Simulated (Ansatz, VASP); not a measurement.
# SiO2 in two plane-wave programs

Wanted: the spread between two codes on one cell, functional and k mesh. The cell is taken from a series of runs on this material, whose earlier steps may have relaxed, scaled, displaced or heated it; both programs get it as it stands.

Calculated with Ansatz 0.2.0; plane waves, with VASP 6.6.1 beside it; zone-centre phonons at LDA.

## 1. Set-up

Symmetry: P4_2/mnm, No. 136, tetragonal system. The conventional cell has a = 4.138 Å, b = 4.138 Å, c = 2.656 Å, α = 90.00°, β = 90.00°, γ = 90.00°. Nearest to O lie 3 Si at 1.75 to 1.79 Å. Si has 6 O at 1.75 to 1.79 Å nearest. Farther neighbours and most contacts between anions are not listed.

## 2. Ansatz: zone-centre phonons, LDA

Ansatz runs on its PAW soft_1 files.

Second derivatives magnify differences that forces hide, and they need a tight electronic threshold.

File input.yaml:

```yaml
crystal:
  lattice:
    - [4.1384259002, 0.0, 0.0]
    - [0.0, 4.1384259002, 0.0]
    - [0.0, 0.0, 2.6557697671]
  atoms:
    - { symbol: O, position: [0.6948079481, 0.6948079481, 0.0] }
    - { symbol: O, position: [0.1948079481, 0.8051920519, 0.5] }
    - { symbol: O, position: [0.3051920519, 0.3051920519, 0.0] }
    - { symbol: O, position: [0.8051920519, 0.1948079481, 0.5] }
    - { symbol: Si, position: [0.5, 0.5, 0.5] }
    - { symbol: Si, position: [0.0, 0.0, 0.0] }
kpoints:
  mp_grid: { grid: [8, 8, 8] }
hamiltonian:
  xc: lda
  pseudopotentials: { kind: paw, azcp: { folder: soft_1 }, xc_functional: pbe }
scf:
  occupations: { method: fixed }
output:
  eigenvalues: true
phonons:
  method: dfpt
  dielectric: true
  rigid_motions: translations
```

Run with:

```sh
ansatz run input.yaml --threads 4 --pin off --max-ram 16384MiB --backend cpu --events-out ev --progress --plain --runs-dir out
```

Numbers of over 12 decimals in the logs are rounded to 6 here.

What it wrote:

```text
Engine: ansatz 0.2.0, x86_64-unknown-linux-gnu
Pseudopotentials: kind: paw
Pseudopotential: O, paw, valence charge 6, recommended cutoff 420 eV (normal), soft_1/O.paw.azcp
Pseudopotential: Si, paw, valence charge 4, recommended cutoff 420 eV (normal), soft_1/Si.paw.azcp
Functional definition: SPW92
  exchange = slater_x
  correlation = pw_c
Crystal: 6 atoms, lattice volume = 45.484 Å³
Basis set: ecut = 420 eV, 889 PW (Γ), exchange–correlation on 60×60×36 points (8 copies of the dense FFT grid, shifted against one another)
Bands: 22, of which v1, the nominal top of the filled ones, is band 16 counted from 1 (15 counted from 0)
Symmetry: 16 space group operations
k-points: 260 of 512 (irreducible under 1 space group operation, time reversal used)
Non-local potential: O, projectors of the file, l = 0: 2, l = 1: 2, l = 2: 1
Non-local potential: Si, projectors of the file, l = 0: 2, l = 1: 2, l = 2: 1
PAW form: soft (Blöchl's): semilocal exchange-correlation on the pseudo side does not see the compensation charge
PAW frozen core: O, regenerated for the run's functional, and the local potential with it (the file was generated under x = pbe(κ = 0.804, μ = 0.219515), c = pbe(β = 0.066725))
PAW frozen core: Si, regenerated for the run's functional, and the local potential with it (the file was generated under x = pbe(κ = 0.804, μ = 0.219515), c = pbe(β = 0.066725))
PAW one-centre angular grid: O, 110 points (default); XC on 64 Gauss nodes
PAW one-centre angular grid: Si, 110 points (default); XC on 64 Gauss nodes
Initial density: superposition of atomic densities (chi_scale 0.1, normalization cell, long waves kept (reshape's long-wave potential 0.00 eV rms))
Initial wavefunctions: pseudopotential atomic-orbital guess
Functional: x = slater, c = lda
SCF iter   1: F=—  HF=-3447.575411 eV  |F-HF|=—  |Δ(HF+E_count)|=         —  Δρ=1.42e-1  dr2=7.23e0  ethr=3.10e-3  ⟨swp⟩=4.2  Hψ=25846  notcnv=0  defer=1008
preconditioner: auto → none  [insulator: Δε(μ)=7.084 eV  Ē_g=19.801 eV  n_scr=10 (ndim 8)  ℏωp=31.1 eV  f_vac=0.000  ε∞_Penn≈3.5]
SCF iter   2: F=—  HF=-3445.614954 eV  |F-HF|=—  |Δ(HF+E_count)|=    1.96e0  Δρ=6.34e-2  dr2=6.76e-1  ethr=3.10e-3  ⟨swp⟩=3.0  Hψ=13659  notcnv=0  defer=996
SCF iter   3: F=—  HF=-3445.444179 eV  |F-HF|=—  |Δ(HF+E_count)|=   1.71e-1  Δρ=2.22e-2  dr2=7.98e-2  ethr=2.11e-3  ⟨swp⟩=2.3  Hψ=10078  notcnv=0  defer=1024
SCF iter   4: F=—  HF=-3445.446278 eV  |F-HF|=—  |Δ(HF+E_count)|=   2.10e-3  Δρ=1.74e-3  dr2=4.65e-4  ethr=2.49e-4  ⟨swp⟩=2.0  Hψ=6534  notcnv=0  defer=1040
SCF iter   5: F=—  HF=-3445.446476 eV  |F-HF|=—  |Δ(HF+E_count)|=   1.98e-4  Δρ=2.26e-4  dr2=9.02e-6  ethr=1.45e-6  ⟨swp⟩=2.0  Hψ=9322  notcnv=0  defer=1038
SCF iter   6: F=—  HF=-3445.446481 eV  |F-HF|=—  |Δ(HF+E_count)|=   5.20e-6  Δρ=3.41e-5  dr2=2.27e-7  ethr=2.82e-8  ⟨swp⟩=2.0  Hψ=9366  notcnv=0  defer=465
SCF iter   7: F=—  HF=-3445.446481 eV  |F-HF|=—  |Δ(HF+E_count)|=   1.14e-7  Δρ=7.11e-6  dr2=1.12e-8  ethr=7.08e-10  ⟨swp⟩=2.0  Hψ=8361  notcnv=0  defer=449
SCF iter   8: F=—  HF=-3445.446481 eV  |F-HF|=—  |Δ(HF+E_count)|=   2.93e-9  Δρ=6.67e-7  dr2=1.15e-10  ethr=3.50e-11  ⟨swp⟩=2.0  Hψ=8445  notcnv=0  defer=449
SCF iter   9: F=-3445.446481 eV  HF=-3445.446481 eV  |F-HF|=1.82e-12  |Δ(HF+E_count)|=  1.82e-11  Δρ=1.12e-7  dr2=2.13e-12  ethr=1.00e-12  ⟨swp⟩=12.9  Hψ=37743  notcnv=0
SCF 1 converged in 9 iterations: F = -3445.446481 eV  dr2 = 2.13e-12
  greatest PAW one-centre occupation: 0.854 electrons in one spin orbital (limit 2), on the O atom at site 3 (counted from 0), in its partial waves of l = 0
DFPT response loops at Γ: preconditioner auto → none (the input reference at scf.mixing.eps_inf says where Resta's filter doesn't serve); β = 0.50; Broyden in place of MSR1
── the response to a field inside a basis, on 8×8×8 k-points: an SCF that follows is theirs, and a resumed run solves both again ──
Bands: 17, of which v1, the nominal top of the filled ones, is band 16 counted from 1 (15 counted from 0)
k-points: 40 of 512
Initial density: handed on by an earlier stage of this run
Initial wavefunctions: pseudopotential atomic-orbital guess (no wavefunctions were taken with the density)
Eigensolver: Dense (40 Hₖ)
SCF iter   1: F=—  HF=-3445.447892 eV  |F-HF|=—  |Δ(HF+E_count)|=         —  Δρ=7.38e-4  dr2=3.88e-5  ethr=1.00e-1
preconditioner: auto → none  [insulator: Δε(μ)=6.398 eV  Ē_g=16.592 eV  n_scr=10 (ndim 8)  ℏωp=31.1 eV  f_vac=0.000  ε∞_Penn≈4.5]
SCF iter   2: F=—  HF=-3445.447880 eV  |F-HF|=—  |Δ(HF+E_count)|=   1.19e-5  Δρ=3.12e-4  dr2=9.23e-6  ethr=1.21e-7
SCF iter   3: F=—  HF=-3445.447879 eV  |F-HF|=—  |Δ(HF+E_count)|=   1.22e-6  Δρ=1.20e-4  dr2=2.02e-6  ethr=2.88e-8
SCF iter   4: F=-3445.447878 eV  HF=-3445.447878 eV  |F-HF|=2.32e-10  |Δ(HF+E_count)|=   6.76e-7  Δρ=8.44e-6  dr2=9.49e-9  ethr=6.30e-9
SCF 1 converged in 4 iterations: F = -3445.447878 eV  dr2 = 9.49e-9
  greatest PAW one-centre occupation: 0.854 electrons in one spin orbital (limit 2), on the O atom at site 1 (counted from 0), in its partial waves of l = 0
DFPT response loops at Γ: mixed as the last ones told, above
SCF converged after 9 iterations
Free energy (F): -3445.446481 eV
Harris-Foulkes:  -3445.446481 eV  (|F-HF|=1.82e-12)
Internal energy: -3445.446481 eV  (E = F + TS)
E sigma→0 (E₀):  -3445.446481 eV
Fermi energy:    10.644704 eV
--- Per-component energies (eV) ---
  E_band       = 65.371680
  E_kinetic    = 786.731658
  E_local      = -1187.265184  (includes V_loc(G=0)·N_el)
  E_nonlocal   = 261.161879
  E_hartree    = 430.756691
  E_xc         = -400.881014
  E_vxc        = -468.226239  (∫ρ·V_xc dr)
  E_paw        = -1582.230222  (= ΣΔE_a)
  E_vpaw       = -188.547141  (= ΣTr[D̂ρ^β])
  E_aug_tail   = 0.003281  (compensation charges beyond the density's cutoff)
  E_ewald      = -1754.279918
  E_core_change = 0.556347  (= ΣΔE_core)
  E_smearing   = -0.000000  (= −TS)
  E_closure    = 0.000000  (closes the sum)
  Σ components = -3445.446481   (vs F -3445.446481, Δ=0.00e0)
--- Band table (eV; the first three rows and the last of 260) ---
  k-point 0: bands = [... 12 lower, 8.0864, 9.7257, 9.7257, 10.6447, 16.6234, 17.1376, 19.0865, 19.0865, ... 2 higher]
  k-point 1: bands = [... 12 lower, 7.3948, 9.5655, 9.5655, 10.4365, 17.3187, 18.2673, 19.9876, 19.9876, ... 2 higher]
  k-point 2: bands = [... 12 lower, 6.2126, 9.0621, 9.0621, 9.7796, 18.3594, 20.4742, 20.6998, 21.8995, ... 2 higher]
  k-point 259: bands = [... 12 lower, 8.8421, 8.8421, 9.0144, 9.0144, 17.9454, 17.9454, 21.6282, 21.6282, ... 2 higher]
--- Phonons (Γ-DFPT): 4 representative perturbations + reference, on 260 of 512 k-points (Σ response iterations 12) ---
  k mesh reduced under 1 symmetry operation, with k and −k counted as one. Each operation leaves every solved perturbation unchanged. A smaller set is not considered because the run solves the response to a homogeneous field
  ASR residual: 2.461e-5 → 0.000e0 eV/Å²; symmetrization residual: 1.798e-6 eV/Å²
  ASR residual per site (eV/Å²): 2.46e-5 2.46e-5 2.46e-5 2.46e-5 1.05e-5 1.05e-5
  Γ frequencies (cm⁻¹): 0.00 0.00 0.00 214.65 386.50 471.14 471.14 590.66 590.66 594.82 602.44 602.44 665.65 763.62 767.71 830.71 830.71 960.14
  ε∞ (high-frequency dielectric tensor):
        3.362935     0.000000     0.000000
        0.000000     3.362935     0.000000
        0.000000     0.000000     3.541080
  ε⁰ (static dielectric tensor: ions relaxed, cell fixed):
       10.760506     0.000000     0.000000
        0.000000    10.760506     0.000000
        0.000000     0.000000     8.936877
  ε⁰ − ε∞ (ionic part):
        7.397570     0.000000     0.000000
        0.000000     7.397570     0.000000
        0.000000     0.000000     5.395797
  softest optical mode at Γ: 214.65 cm⁻¹; the repairs (sum rule, projections) moved no ω² at Γ by more than (1.00 cm⁻¹)²
  Born effective charges Z* (e; rows j = field, columns β = displacement):
    site 0:
        -1.90226   -0.57085    0.00000
        -0.57085   -1.90226    0.00000
         0.00000    0.00000   -2.03270
    site 1:
        -1.90226    0.57085    0.00000
         0.57085   -1.90226    0.00000
         0.00000    0.00000   -2.03270
    site 2:
        -1.90226   -0.57085    0.00000
        -0.57085   -1.90226    0.00000
         0.00000    0.00000   -2.03270
    site 3:
        -1.90226    0.57085    0.00000
         0.57085   -1.90226    0.00000
         0.00000    0.00000   -2.03270
    site 4:
         3.80451   -0.35036    0.00000
        -0.35036    3.80451    0.00000
         0.00000    0.00000    4.06541
    site 5:
[...]
Z* charge neutrality: 1.847e-3 e pre-enforcement
  solved inside a basis spanned on kpoints, on 8×8×8 k-points, its susceptibility summed on 8×8×12: ε∞ is read to err by 8.3e-3, Z* by 1.4e-2 e (field_mesh: kpoints solves on kpoints); Z* is corrected for what the basis lacks
  optical modes at Γ without the LO–TO term, one row a degenerate level:
      ω (cm⁻¹)  modes    IR ((D/Å)²/amu)
[...]
optical modes at Γ + LO–TO along q̂ = [1.0000, 0.0000, 0.0000]:
      ω (cm⁻¹)  modes    IR ((D/Å)²/amu)
[...]
optical modes at Γ + LO–TO along q̂ = [0.0000, 1.0000, 0.0000]:
      ω (cm⁻¹)  modes    IR ((D/Å)²/amu)
[...]
optical modes at Γ + LO–TO along q̂ = [0.0000, 0.0000, 1.0000]:
      ω (cm⁻¹)  modes    IR ((D/Å)²/amu)
[...]
590.66      2             0.0000
        594.82      1             0.0000
        602.44      2            12.9429
        763.62      1             0.0000
        767.71      1             0.0000
        830.71      2            27.1306
        960.14      1             0.0000
       1057.48      1            50.9864
```

The column dr2 measures how far the density is from self-consistency, as an energy; F and HF (Harris–Foulkes) agree once it is small.

(Part 1 of 3 ends here.)

[Lines on the potential files, build, host, timing and source positions are cut from VASP's logs without a mark.]

[Logs are printed without paths, hosts, clocks, repeated set-up lines and the standing remarks that a program may print on its own settings, such as how far it seeks lower states.]

[Hosts, paths, dates, database ids (printed as entryN), source tags and the programs' standing remarks are cut or masked in the printed files.]
